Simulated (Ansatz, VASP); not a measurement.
# TaGe2As4 (TaGe2As4 monolayer): VASP beside Ansatz

One calculation is typed for both programs; each brings its own data sets. How far apart do they land? The cell is taken from a series of runs on this material, whose earlier steps may have relaxed, scaled, displaced or heated it; both programs get it as it stands.

Method: plane waves, with VASP 6.6.1 beside it; single point at PBE with D3(BJ), in Ansatz 0.2.0.

## Step 1: The structure

The cell holds 7 atoms: 4 As, 2 Ge and 1 Ta. Its edges and angles: a = 3.711 Å, b = 3.711 Å, c = 28.180 Å, α = 90.0°, β = 90.0°, γ = 120.0°. Vacuum lies along c.

## Step 2: Ansatz: single point, PBE with D3(BJ)

Ansatz runs on its default PAW (the set named soft_2) files.

A single point gives forces, pressure and levels at one fixed geometry, so differences don't come from the geometry; what else differs is listed under the comparison.

The input, input.yaml:

```yaml
crystal:
  lattice:
    - [3.7105404402, 0.0, 0.0]
    - [-1.8552702201, 3.213422283, 0.0]
    - [0.0, 0.0, 28.1797340917]
  atoms:
    - { symbol: As, position: [0.0, 0.0, 0.3193784573] }
    - { symbol: Ge, position: [0.3333333333, 0.6666666667, 0.3604463161] }
    - { symbol: As, position: [0.3333333333, 0.6666666667, 0.4469196462] }
    - { symbol: Ta, position: [0.0, 0.0, 0.5] }
    - { symbol: As, position: [0.3333333333, 0.6666666667, 0.5530803538] }
    - { symbol: Ge, position: [0.3333333333, 0.6666666667, 0.6395536839] }
    - { symbol: As, position: [0.0, 0.0, 0.6806215427] }
kpoints:
  mp_grid: { grid: [12, 12, 1] }
  band_path:
    path: [[0, 0, 0], [0.5, 0, 0], [0.33333333, 0.33333333, 0], [0, 0, 0]]
    npoints: 16
hamiltonian:
  xc: pbe
  dispersion: d3bj
scf:
  occupations: { method: fermi_dirac, width: 0.02585 }
  convergence: { dr2_threshold: 1.0e-10 }
efield:
  axis: 3
  dipole_correction: true
  ramp_position: 0.97
  ramp_width: 0.06
  amplitude: 0
output:
  dos: { projected: true, e_range: [-6, 5] }
  write_potential: true
  write_density: true
  volumetric_format: npy
  elf: true
```

The run is started by

```bash
$ ansatz run input.yaml --threads 4 --pin off --max-ram 6144MiB --backend cpu --events-out ev --progress --plain --runs-dir out
```

Numbers of over 12 decimals in the logs are rounded to 6 here.

The program printed:

```text
Engine: ansatz 0.2.0, x86_64-unknown-linux-gnu
Pseudopotentials: kind: paw
Pseudopotential: As, paw, valence charge 15, recommended cutoff 420 eV (normal), As.paw.azcp
Pseudopotential: Ge, paw, valence charge 14, recommended cutoff 420 eV (normal), Ge.paw.azcp
Pseudopotential: Ta, paw, valence charge 13, recommended cutoff 420 eV (normal), Ta.paw.azcp
Functional definition: PBE
  parameter kappa = 0.804
  parameter beta = 0.066725
  exchange = pbe_x(kappa = kappa, mu = beta*pi^2/3)
  correlation = pbe_c(beta = beta)
Crystal: 7 atoms, lattice volume = 336.002 Å³
Basis set: ecut = 420 eV, 6587 PW (Γ)
Bands: 61, of which v1, the nominal top of the filled ones, is band 51 counted from 1 (50 counted from 0)
Symmetry: 6 space group operations
k-points: 19 of 144 (time reversal used)
Non-local potential: As, projectors of the file, l = 0: 2, l = 1: 2, l = 2: 3, l = 3: 1
Non-local potential: Ge, projectors of the file, l = 0: 2, l = 1: 2, l = 2: 3, l = 3: 1
Non-local potential: Ta, projectors of the file, l = 0: 3, l = 1: 2, l = 2: 2, l = 3: 1
PAW form: soft (Blöchl's): semilocal exchange-correlation on the pseudo side does not see the compensation charge
PAW one-centre angular grid: As, 590 points (default); XC on 64 Gauss nodes
PAW one-centre angular grid: Ge, 590 points (default); XC on 64 Gauss nodes
PAW one-centre angular grid: Ta, 590 points (default); XC on 64 Gauss nodes
Initial density: superposition of atomic densities (neutral atoms: chi_scale 0, normalization atom), corrected by the library's trained network
Initial wavefunctions: pseudopotential atomic-orbital guess
Functional: x = pbe(κ = 0.804, μ = 0.219515), c = pbe(β = 0.066725)
SCF iter   1: F=—  HF=-37949.703123 eV  |F-HF|=—  |Δ(HF+E_count)|=         —  Δρ=2.92e-3  dr2=4.18e-2  ethr=1.77e-3  p=0.000 e·Å  D=1.93e-13 V/Å  ΔV_dip=-0.00 eV  dr2_dipole=4.72e-9  V_vac-E_F(+/−)=5.03/5.03 eV  ⟨swp⟩=7.3  Hψ=4516  notcnv=0  defer=1
efield: sawtooth ramp at fractional position 0.9700 (set: `efield.ramp_position`, or a place that a band, a saddle search or an elastic batch's reference lends), width 0.0600; the density the first Hamiltonian is built on has a dipole p = 0.000 e·Å; the dipole correction subtracts the counter field D = 1.93e-13 V/Å, which shifts the + side's vacuum level by -0.00 eV against the − side's; the planar-averaged density in the ramp window peaks in size at 2.0e-5 e/Å³
preconditioner: auto → LDOS  [metal: Δε(μ)=0.050 eV  Ē_g=8.395 eV  σ=0.026 eV  W_gap=0.41  n_scr=74 (ndim 8)  ℏωp=11.6 eV  f_vac=0.529  D(μ)=3.19/eV (n_scr^D=10)  β→1.0]
SCF iter   2: F=—  HF=-37949.704273 eV  |F-HF|=—  |Δ(HF+E_count)|=   1.15e-3  Δρ=1.16e-3  dr2=1.14e-2  ethr=4.14e-5  p=-0.000 e·Å  D=-1.00e-5 V/Å  ΔV_dip=0.00 eV  dr2_dipole=1.36e-8  V_vac-E_F(+/−)=4.93/4.93 eV  ⟨swp⟩=3.7  Hψ=2384  notcnv=0  defer=69
SCF iter   3: F=—  HF=-37949.702649 eV  |F-HF|=—  |Δ(HF+E_count)|=   1.62e-3  Δρ=3.75e-4  dr2=1.79e-3  ethr=1.13e-5  p=0.000 e·Å  D=2.99e-6 V/Å  ΔV_dip=-0.00 eV  dr2_dipole=1.56e-10  V_vac-E_F(+/−)=4.89/4.89 eV  ⟨swp⟩=2.8  Hψ=1953  notcnv=0  defer=69
SCF iter   4: F=—  HF=-37949.702403 eV  |F-HF|=—  |Δ(HF+E_count)|=   2.46e-4  Δρ=1.24e-4  dr2=9.72e-5  ethr=1.78e-6  p=-0.000 e·Å  D=-4.75e-7 V/Å  ΔV_dip=0.00 eV  dr2_dipole=9.97e-11  V_vac-E_F(+/−)=4.91/4.91 eV  ⟨swp⟩=2.0  Hψ=1314  notcnv=0  defer=69
SCF iter   5: F=—  HF=-37949.702398 eV  |F-HF|=—  |Δ(HF+E_count)|=   4.75e-6  Δρ=4.29e-5  dr2=1.18e-5  ethr=9.62e-8  p=0.000 e·Å  D=5.82e-7 V/Å  ΔV_dip=-0.00 eV  dr2_dipole=2.09e-11  V_vac-E_F(+/−)=4.90/4.90 eV  ⟨swp⟩=2.3  Hψ=1492  notcnv=0  defer=69
SCF iter   6: F=—  HF=-37949.702398 eV  |F-HF|=—  |Δ(HF+E_count)|=   2.24e-7  Δρ=1.56e-5  dr2=1.29e-6  ethr=1.17e-8  p=-0.000 e·Å  D=-2.55e-7 V/Å  ΔV_dip=0.00 eV  dr2_dipole=5.14e-12  V_vac-E_F(+/−)=4.91/4.91 eV  ⟨swp⟩=2.0  Hψ=1328  notcnv=0  defer=69
SCF iter   7: F=—  HF=-37949.702496 eV  |F-HF|=—  |Δ(HF+E_count)|=   9.75e-5  Δρ=5.58e-6  dr2=2.02e-7  ethr=1.28e-9  p=0.000 e·Å  D=9.84e-8 V/Å  ΔV_dip=-0.00 eV  dr2_dipole=5.27e-13  V_vac-E_F(+/−)=4.91/4.91 eV  ⟨swp⟩=2.0  Hψ=1843  notcnv=0  defer=69
SCF iter   8: F=—  HF=-37949.702496 eV  |F-HF|=—  |Δ(HF+E_count)|=   2.43e-8  Δρ=2.04e-6  dr2=1.55e-8  ethr=2.00e-10  p=-0.000 e·Å  D=-5.58e-8 V/Å  ΔV_dip=0.00 eV  dr2_dipole=2.28e-13  V_vac-E_F(+/−)=4.91/4.91 eV  ⟨swp⟩=2.0  Hψ=1594  notcnv=0  defer=69
SCF iter   9: F=—  HF=-37949.702496 eV  |F-HF|=—  |Δ(HF+E_count)|=   1.72e-8  Δρ=5.79e-7  dr2=1.18e-9  ethr=1.54e-11  p=0.000 e·Å  D=4.07e-8 V/Å  ΔV_dip=-0.00 eV  dr2_dipole=6.17e-14  V_vac-E_F(+/−)=4.91/4.91 eV  ⟨swp⟩=2.0  Hψ=1596  notcnv=0  defer=69
SCF iter  10: F=—  HF=-37949.702496 eV  |F-HF|=—  |Δ(HF+E_count)|=  7.79e-10  Δρ=2.31e-7  dr2=2.15e-10  ethr=1.16e-12  p=-0.000 e·Å  D=-2.26e-8 V/Å  ΔV_dip=0.00 eV  dr2_dipole=6.33e-14  V_vac-E_F(+/−)=4.91/4.91 eV  ⟨swp⟩=2.0  Hψ=1842  notcnv=0  defer=69
SCF iter  11: F=-37949.702496 eV  HF=-37949.702496 eV  |F-HF|=2.91e-11  |Δ(HF+E_count)|=  8.00e-11  Δρ=8.73e-8  dr2=2.94e-11  ethr=1.00e-12  p=0.000 e·Å  D=1.29e-8 V/Å  ΔV_dip=-0.00 eV  dr2_dipole=1.13e-14  V_vac-E_F(+/−)=4.91/4.91 eV  ⟨swp⟩=9.7  Hψ=3364  notcnv=0
SCF 1 converged in 11 iterations: F = -37949.702496 eV  dr2 = 2.94e-11
  greatest PAW one-centre occupation: 0.999 electrons in one spin orbital (limit 2), on the As atom at site 2 (counted from 0), in its partial waves of l = 2
NSCF: frozen V_eff on 49 k-points
efield: sawtooth ramp at fractional position 0.9700 (kept from the solve that this one continues, or follows in the run), width 0.0600; the density the first Hamiltonian is built on has a dipole p = 0.000 e·Å; the dipole correction subtracts the counter field D = 1.29e-8 V/Å, which shifts the + side's vacuum level by -0.00 eV against the − side's; the planar-averaged density in the ramp window peaks in size at 3.5e-6 e/Å³
WARN: The output density's exchange-correlation potential varies sharply where the density is thin. Do not read a vacuum level from v_tot or v_xc, or from such a field of the output density. On a cell that repeats whose density bears no net charge and no dipole along the vacuum's axis use v_es (v_loc + v_h of the components); under efield.dipole_correction with no amplitude use v_es + v_field, which holds any externa [...]
SCF converged after 11 iterations
Free energy (F): -37949.702496 eV
Harris-Foulkes:  -37949.702496 eV  (|F-HF|=2.91e-11)
Internal energy: -37949.695637 eV  (E = F + TS)
E sigma→0 (E₀):  -37949.699067 eV
Entropy (-TS):   -0.006859 eV (-0.980 meV/atom)
Fermi energy:    1.928807 eV
Dipole field:    D = -0.000000 V/Å  (p = -0.000000 e·Å, saw-weighted, corrected)
Work function:   Φ+ = 4.9062 eV   Φ− = 4.9062 eV
Levels:          The Fermi level and band energies are counted from a zero that moves with the ramp; work functions are not
--- Per-component energies (eV) ---
  E_band       = -2211.397694
  E_kinetic    = 1001.207694
  E_local      = -126807.723672  (includes V_loc(G=0)·N_el)
  E_nonlocal   = -1830.421892
  E_hartree    = 62943.123810
  E_xc         = -686.321146
  E_vxc        = -650.015673  (∫ρ·V_xc dr)
  E_paw        = -19777.240336  (= ΣΔE_a)
  E_vpaw       = 189.306792  (= ΣTr[D̂ρ^β])
  E_aug_tail   = 0.000687  (compensation charges beyond the density's cutoff)
  E_efield     = 0.000000  (sawtooth field / dipole correction)
  E_vefield    = 0.000000  (∫n·V_field dr)
  E_ewald      = 47210.037903
  E_disp       = -2.358686  (pairwise vdW)
  E_smearing   = -0.006859  (= −TS)
  E_closure    = -0.000000  (closes the sum)
  Σ components = -37949.702496   (vs F -37949.702496, Δ=0.00e0)
--- Band table (eV; the first three rows and the last of 19) ---
  k-point 0: bands = [... 47 lower, 1.5617, 1.7231, 1.7231, 2.3175, 3.6815, 3.8457, 5.0227, 5.0227, ... 6 higher]
  k-point 1: bands = [... 47 lower, 1.3788, 1.4466, 1.5642, 2.3759, 4.2583, 4.2657, 4.8935, 4.9974, ... 6 higher]
  k-point 2: bands = [... 47 lower, 0.9871, 1.1928, 1.2054, 2.2378, 4.0589, 4.1453, 4.7961, 5.1874, ... 6 higher]
  k-point 18: bands = [... 47 lower, -0.4658, 0.3080, 1.0703, 2.6529, 3.0323, 3.3522, 4.2197, 4.2242, ... 6 higher]
```

## Step 3: VASP: single point, PBE with D3(BJ)

The same cell, functional, mesh and smearing now go to VASP, with its own data sets.

Lines of VASP's logs that name or quote its potential files are left out, and so is its time.

The input, INCAR:

```
SYSTEM = TaGe2As4
PREC = Accurate
ENCUT = 410
EDIFF = 1E-06
NELM = 120
ISMEAR = -1
SIGMA = 0.02585
LREAL = .FALSE.
ALGO = Normal
GGA = PE
IVDW = 12
NBANDS = 36
LASPH = .TRUE.
LORBIT = 11
LWAVE = .FALSE.
LCHARG = .FALSE.
ISIF = 2
LDIPOL = .TRUE.
IDIPOL = 3
DIPOL = 0.5 0.5 0.5
LVHAR = .TRUE.
GGA_COMPAT = .FALSE.
NELMDL = -8
KPAR = 2
```

The input, POSCAR:

```
TaGe2As4
1.0
    3.7105404402      0.0000000000      0.0000000000
   -1.8552702201      3.2134222830      0.0000000000
    0.0000000000      0.0000000000     28.1797340917
As Ge Ta
4 2 1
Direct
    0.0000000000      0.0000000000      0.3193784573
    0.3333333333      0.6666666667      0.4469196462
    0.3333333333      0.6666666667      0.5530803538
    0.0000000000      0.0000000000      0.6806215427
    0.3333333333      0.6666666667      0.3604463161
    0.3333333333      0.6666666667      0.6395536839
    0.0000000000      0.0000000000      0.5000000000
```

The input, KPOINTS:

```
Automatic mesh
0
Gamma
12 12 1
0 0 0
```

PAW data sets: As, Ge_d and Ta_pv (PBE family, release 64).

The run is started by

```bash
$ mpirun -np 2 vasp_std
```

The program printed:

```text
[banner, memory and clock lines left out]
running    2 mpi-ranks, on    1 nodes
 distrk:  each k-point on    1 cores,    2 groups
 distr:  one band on    1 cores,    1 groups

 POSCAR found type information on POSCAR AsGeTa
 POSCAR found :  3 types and       7 ions
 LDA part: xc-table for (Slater+PW92), standard interpolation
 POSCAR, INCAR and KPOINTS ok, starting setup
 FFT: planning ... GRIDC
 FFT: planning ... GRID_SOFT
 FFT: planning ... GRID
 WAVECAR not read
 entering main loop
       N       E                     dE             d eps       ncg     rms          rms(c)
DAV:   1     0.487390708374E+03    0.48739E+03   -0.24918E+04  1704   0.175E+03
DAV:   2     0.236711446330E+02   -0.46372E+03   -0.45299E+03  1568   0.456E+02
DAV:   3    -0.387040099539E+02   -0.62375E+02   -0.61571E+02  1944   0.146E+02
DAV:   4    -0.413370436147E+02   -0.26330E+01   -0.26185E+01  1736   0.348E+01
DAV:   5    -0.414396374602E+02   -0.10259E+00   -0.10249E+00  2136   0.634E+00
DAV:   6    -0.414416547502E+02   -0.20173E-02   -0.20162E-02  2036   0.738E-01
DAV:   7    -0.414417075828E+02   -0.52833E-04   -0.52823E-04  2176   0.106E-01
DAV:   8    -0.414417089604E+02   -0.13776E-05   -0.13775E-05  1908   0.166E-02    0.143E+01
DAV:   9    -0.402706115885E+02    0.11711E+01   -0.47558E+00  1568   0.862E+00    0.600E+00
DAV:  10    -0.401388776507E+02    0.13173E+00   -0.12566E+00  1764   0.512E+00    0.243E+00
DAV:  11    -0.400855823663E+02    0.53295E-01   -0.46795E-01  1764   0.303E+00    0.908E-01
DAV:  12    -0.400857898273E+02   -0.20746E-03   -0.60376E-02  1616   0.101E+00    0.334E-01
DAV:  13    -0.400843786420E+02    0.14112E-02   -0.11119E-02  1776   0.462E-01    0.156E-01
DAV:  14    -0.400844156371E+02   -0.36995E-04   -0.16692E-03  1648   0.240E-01    0.599E-02
[...]
DAV:  20    -0.400846983339E+02   -0.41134E-04   -0.21809E-06  1260   0.611E-03    0.136E-03
DAV:  21    -0.400847231874E+02   -0.24853E-04   -0.13483E-06  1160   0.316E-03    0.941E-04
DAV:  22    -0.400847304818E+02   -0.72944E-05   -0.19396E-07  1064   0.187E-03    0.432E-04
DAV:  23    -0.400847342943E+02   -0.38125E-05   -0.49138E-07  1092   0.172E-03    0.302E-04
DAV:  24    -0.400847368129E+02   -0.25186E-05   -0.51250E-08   940   0.947E-04    0.142E-04
DAV:  25    -0.400847395439E+02   -0.27309E-05   -0.80581E-08   964   0.697E-04    0.158E-04
DAV:  26    -0.400847413712E+02   -0.18273E-05   -0.62595E-08   956   0.598E-04    0.729E-05
DAV:  27    -0.400847416316E+02   -0.26040E-06   -0.69277E-09   872   0.306E-04
   1 F= -.42443106E+02 E0= -.42439700E+02  d E =-.681248E-02
```

Parts of OUTCAR (step 3):

```text
ion  position               nearest neighbor table
   1  0.000  0.000  0.319-   5 2.43   5 2.43   5 2.43
   2  0.333  0.667  0.447-   5 2.44   7 2.61   7 2.61   7 2.61
   3  0.333  0.667  0.553-   6 2.44   7 2.61   7 2.61   7 2.61
   4  0.000  0.000  0.681-   6 2.43   6 2.43   6 2.43
   5  0.333  0.667  0.360-   1 2.43   1 2.43   1 2.43   2 2.44
   6  0.333  0.667  0.640-   4 2.43   4 2.43   4 2.43   3 2.44
   7  0.000  0.000  0.500-   2 2.61   3 2.61   2 2.61   3 2.61   2 2.61   3 2.61

  LATTYP: Found a hexagonal cell.
 ALAT       =     3.7105404402
 C/A-ratio  =     7.5945093568

 Subroutine GETGRP returns: Found 12 space group operations
 (whereof 12 operations were pure point group operations)

The static configuration has the point symmetry D_3h.

 Found     19 irreducible k-points:

   k-points           NKPTS =     19   k-points in BZ     NKDIM =     19   number of bands    NBANDS=     36

   dimension x,y,z NGX =    28 NGY =   28 NGZ =  192
   dimension x,y,z NGXF=    56 NGYF=   56 NGZF=  384

   ENCUT  =  410.0 eV  30.13 Ry    5.49 a.u.   6.13  6.13 46.52*2*pi/ulx,y,z

   NELECT =      59.0000    total number of electrons

 k-points in reciprocal lattice and weights: Automatic mesh
   0.00000000  0.00000000  0.00000000       0.007
   0.08333333 -0.00000000  0.00000000       0.042
   0.16666667 -0.00000000  0.00000000       0.042
   0.25000000  0.00000000  0.00000000       0.042
   0.33333333 -0.00000000  0.00000000       0.042
   0.41666667  0.00000000  0.00000000       0.042
   0.50000000  0.00000000  0.00000000       0.021
   0.08333333  0.08333333  0.00000000       0.042
   0.16666667  0.08333333  0.00000000       0.083
[...]
0.33333333  0.25000000  0.00000000       0.083
   0.33333333  0.33333333  0.00000000       0.014

 dipolmoment           0.000000      0.000000      0.000000 electrons x Angstroem

 average (electrostatic) potential at core
       1 -55.0120       2 -54.6560       3 -54.6560       4 -55.0120       5 -79.8714
       6 -79.8714       7 -43.5188

 E-fermi :  -0.6164

 k-point     1 :       0.0000    0.0000    0.0000
  band No.  band energies     occupation
    ...
     25      -1.3487      2.00000
     26      -0.9899      2.00000
     27      -0.9899      2.00000
     28      -0.8238      1.99934
     29      -0.8238      1.99934
     30      -0.2295      0.00000
     31       1.1275      0.00000
     32       1.2921      0.00000
     33       2.4772      0.00000
     34       2.4772      0.00000
    ...

 k-point     2 :       0.0833   -0.0000    0.0000
  band No.  band energies     occupation
    ...
     25      -1.5727      2.00000
     26      -1.5081      2.00000
     27      -1.1731      2.00000
     28      -1.0931      2.00000
     29      -0.9822      2.00000
     30      -0.1693      0.00000
     31       1.7068      0.00000
     32       1.7139      0.00000
     33       2.3486      0.00000
     34       2.4513      0.00000
    ...

 k-point     3 :       0.1667   -0.0000    0.0000
  band No.  band energies     occupation
    ...
     25      -1.8862      2.00000
     26      -1.8614      2.00000
     27      -1.5648      2.00000
     28      -1.3454      2.00000
     29      -1.3400      2.00000
     30      -0.3070      0.00001
     31       1.5090      0.00000
     32       1.5949      0.00000
     33       2.2512      0.00000
     34       2.6442      0.00000
    ...

 Edisp (eV)   -2.35836

  Total       0.03740     0.03740     0.10181     0.00000     0.00000     0.00000
  in kB       0.17833     0.17833     0.48545     0.00000     0.00000     0.00000
  external pressure =        0.28 kB  Pullay stress =        0.00 kB

  energy-cutoff  :      410.00
  volume of cell :      336.00
      direct lattice vectors                 reciprocal lattice vectors
     3.710540440  0.000000000  0.000000000     0.269502520  0.155597353  0.000000000
    -1.855270220  3.213422283  0.000000000     0.000000000  0.311194705  0.000000000
     0.000000000  0.000000000 28.179734092     0.000000000  0.000000000  0.035486495

 POSITION                                       TOTAL-FORCE (eV/Angst)
 -----------------------------------------------------------------------------------
      0.00000      0.00000      9.00000        -0.000000      0.000000     -0.034812
     -0.00000      2.14228     12.59408        -0.000000     -0.000000     -0.015003
     -0.00000      2.14228     15.58566        -0.000000      0.000000      0.015003
      0.00000      0.00000     19.17973        -0.000000      0.000000      0.034812
     -0.00000      2.14228     10.15728         0.000000     -0.000000      0.019304
     -0.00000      2.14228     18.02245         0.000000      0.000000     -0.019304
      0.00000      0.00000     14.08987        -0.000000      0.000000      0.000000
 -----------------------------------------------------------------------------------
    total drift:                               -0.000001      0.000001     -0.000000

  FREE ENERGIE OF THE ION-ELECTRON SYSTEM (eV)
  ---------------------------------------------------
  free  energy   TOTEN  =       -42.4431063607 eV

  energy  without entropy=      -42.4362938840  energy(sigma->0) =      -42.43970012

 vacuum level on the upper side and lower side of the slab         4.295         4.295

 total charge
# of ion       s       p       d       tot
------------------------------------------
    1        1.274   1.467   0.038   2.779
    2        1.210   1.591   0.053   2.854
    3        1.210   1.591   0.053   2.854
    4        1.274   1.467   0.038   2.779
    5        1.133   1.197  10.056  12.386
    6        1.133   1.197  10.056  12.386
    7        0.291   6.157   2.327   8.775
--------------------------------------------------
tot          7.526  14.668  22.620  44.813

[... 3 further parts left out ...]
```

## Step 4: Differences

Known differences besides the potentials themselves: the data sets hold 101 valence electrons in Ansatz (on its default PAW (the set named soft_2) files) and 59 in VASP; the cutoff is 420 eV in Ansatz and 410 eV in VASP. Total energies have different zeros and are not compared.

The two programs side by side:

```csv
quantity,Ansatz,VASP,difference
"work function, lower of the two faces (eV)",4.91,4.91,-0.01
"work function, higher of the two faces (eV)",4.91,4.91,-0.01
```

With vacuum in the cell, a pressure given here is an average over mostly empty space and none of the material.

## Step 5: Results

* difference in work function, lower of the two faces (single point, PBE with D3(BJ)): -0.0052 eV

In words: The difference in work function, lower of the two faces is -0.0052 eV (single point, PBE with D3(BJ)). The data sets hold unlike numbers of valence electrons (101 in Ansatz and 59 in VASP), so part of the differences comes from the potentials. Such differences can come from data sets, numerical settings and the points named under the comparisons, not from the functional's error against experiment.

[Lines on the potential files, build, host, timing and source positions are cut from VASP's logs without a mark.]

[Logs are printed without paths, hosts, clocks, repeated set-up lines and the standing remarks that a program may print on its own settings, such as how far it seeks lower states.]

[Hosts, paths, dates, database ids (printed as entryN), source tags and the programs' standing remarks are cut or masked in the printed files.]
